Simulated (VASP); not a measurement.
Crystal: TiTe2.

```
Ti Te
1.0
     3.74581    0.00000    0.00000
    -1.87291    3.24397    0.00000
     0.00000    0.00000    6.52022
Ti Te
1 2
Direct
  0.00000 0.00000 0.00000
  0.66667 0.33333 0.26779
  0.33333 0.66667 0.73221
```

The cell isn't the ideal one: a relaxed cell with its volume scaled by 1.04.

```yaml
Program: VASP 6.6.1
Task: relaxation of shape and atoms at fixed volume
Functional: PBEsol
Potentials_or_basis: VASP PAW PBE potentials, release 64 (Ti_sv, Te)
Cutoff: 600 eV
k_mesh: 12 × 12 × 6
Occupations: methfessel-paxton, width 0.1 eV
Spin: no spin polarisation
```

At the start: pressure -2.6 GPa; volume 26.41 Å³/atom.

Problem. Where does the relaxation end?

Solution. Over 5 steps the energy falls by 4.4 meV/atom; space group P-3m1 (No. 164, to 0.05 Å).

The path:
| step | energy change (eV) | largest force (eV/Å) | pressure (GPa) |
| --- | --- | --- | --- |
| 1 | 0.0000 | 0.3232 | -2.57 |
| 2 | -0.0078 | 0.1716 | -2.04 |
| 3 | -0.0103 | 0.0212 | -1.51 |
| 4 | -0.0118 | 0.0115 | -1.39 |
| 5 | -0.0131 | 0.0073 | -1.12 |

Final structure:
```
Ti Te
1.0
     3.72550    0.00000    0.00000
    -1.86275    3.22638    0.00000
     0.00000    0.00000    6.59151
Ti Te
1 2
Direct
  0.00000 0.00000 0.00000
  0.66667 0.33333 0.26100
  0.33333 0.66667 0.73900
```

Caveat: the PAW data sets were made with another functional, which shifts forces and pressure a little; this functional lacks dispersion, which binds the layers, so the pressure and a relaxed spacing across them are unreliable.
